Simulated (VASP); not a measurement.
A convergence study with VASP on InP (zinc blende): one setting is varied, all else stays as given below, so the limit is that of these other settings. Each run relaxes cell and ions from the cell shown.

```
InP
1.0
    0.00000     2.93500     2.93500
    2.93500     0.00000     2.93500
    2.93500     2.93500     0.00000
In P
1 1
Cartesian
  0.00000   0.00000   0.00000
  1.46750   1.46750   1.46750
```

Level of theory: LDA (Ceperley-Alder, Perdew-Zunger), VASP's LDA PAW potentials (set 64) (plane waves; VASP). The tightest run used: 550 eV cut-off, 12×12×12 Γ-centred mesh, Gaussian smearing of 0.050 eV, potentials In_d P.

Problem. The settings run are 2×2×2 mesh; 3×3×3 mesh; 4×4×4 mesh; 5×5×5 mesh; 6×6×6 mesh; 7×7×7 mesh; 8×8×8 mesh; 9×9×9 mesh; 10×10×10 mesh; 11×11×11 mesh; 12×12×12 mesh. From which on does the relaxed volume stay within 0.1 Å³/atom of the tightest run?

Solution. From 4×4×4 mesh on: it is off by 0.064 there and by no more than 0.1 in any finer run, while 3×3×3 mesh is off by 0.293.
```tsv
setting	relaxed volume (Å³/atom)	E (eV/atom)	irreducible k-points	difference judged (Å³/atom)
2×2×2 mesh	28.110	-3.8884	3	3.363
3×3×3 mesh	25.040	-4.6206	4	0.293
4×4×4 mesh	24.811	-4.7757	8	0.064
5×5×5 mesh	24.755	-4.8171	10	0.008
6×6×6 mesh	24.742	-4.8300	16	0.005
7×7×7 mesh	24.742	-4.8345	20	0.006
8×8×8 mesh	24.743	-4.8362	29	0.004
9×9×9 mesh	24.745	-4.8369	35	0.002
10×10×10 mesh	24.746	-4.8372	47	0.001
11×11×11 mesh	24.747	-4.8373	56	0.001
12×12×12 mesh	24.747	-4.8374	72	0.000
```

Left out are rungs that failed or repeat a setting and relaxations that didn't move; long series are thinned to 24 rows.

The compound is InP in the zinc blende structure.
